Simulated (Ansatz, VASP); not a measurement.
**LiBeF3 in VASP and in Ansatz**

File INCAR:

```
  PREC = Accurate
  ENCUT = 520
  EDIFF = 1E-6
  ISMEAR = 0
  SIGMA = 0.1
  LREAL = False
  LASPH = True
  NELM = 60
  ALGO = Normal
  ISIF = 2
  LWAVE = False
  LCHARG = True
  GGA = PE
  LELF = True
  LVHAR = True
  NBANDS = 21
```

The input KPOINTS:

```
regular mesh
0
Gamma
  6 4 4
```

Contents of POSCAR:

```
LiBeF3
1.0
    2.7723047801      0.0000000000      0.0000000000
    0.0000000000      2.6187267821      4.0502344904
    0.0000000000     -2.6187267821      4.0502344904
Li Be F
1 1 3
Direct
    0.5000000000      0.6931261096      0.6931261096
    0.0000000000      0.0548644754      0.0548644754
    0.0000000000      0.9055986547      0.4014701605
    0.0000000000      0.4014701605      0.9055986547
    0.5000000000      0.9442675729      0.9442675729
```

Input for Ansatz:

```yaml
crystal:
  lattice:
    - [2.7723047801, 0.0, 0.0]
    - [0.0, 2.6187267821, 4.0502344904]
    - [0.0, -2.6187267821, 4.0502344904]
  atoms:
    - { symbol: Li, position: [0.5, 0.6931261096, 0.6931261096] }
    - { symbol: Be, position: [0.0, 0.0548644754, 0.0548644754] }
    - { symbol: F, position: [0.0, 0.9055986547, 0.4014701605] }
    - { symbol: F, position: [0.0, 0.4014701605, 0.9055986547] }
    - { symbol: F, position: [0.5, 0.9442675729, 0.9442675729] }
basis:
  ecutwfc: 420
kpoints:
  mp_grid: { grid: [6, 4, 4] }
hamiltonian:
  xc: pbe
scf:
  occupations: { method: gaussian, width: 0.1 }
  lower_state_search: "off"
output:
  forces: true
  stress: true
  eigenvalues: true
```

Change from the starting cell: the structure that the rattled cell fell into.

Alike in both runs: task single point; functional PBE; k mesh 6 × 4 × 4; occupations gaussian, width 0.1 eV; no spin polarisation.

```csv
,VASP,Ansatz
version,VASP 6.6.1,Ansatz 0.2.0
potentials or method,"VASP PAW PBE potentials, release 64 (Li_sv, Be, F)","scalar-relativistic, plane waves, PAW"
plane-wave cutoff (eV),520,420
valence electrons in the cell,26,26
```

|  | VASP | Ansatz | Ansatz less VASP |
| --- | --- | --- | --- |
| gap on the k mesh at the Fermi level (eV) | 7.54 | 7.55 | +0.015 |
| least direct gap on the mesh (eV) | 7.58 | 7.59 | +0.013 |
| rms of the force components (eV/Å) | 0.015 | 0.003 | -0.0124 |

Atom by atom the forces differ by 0.017 eV/Å (rms over components).

 A k mesh can miss the band edges.
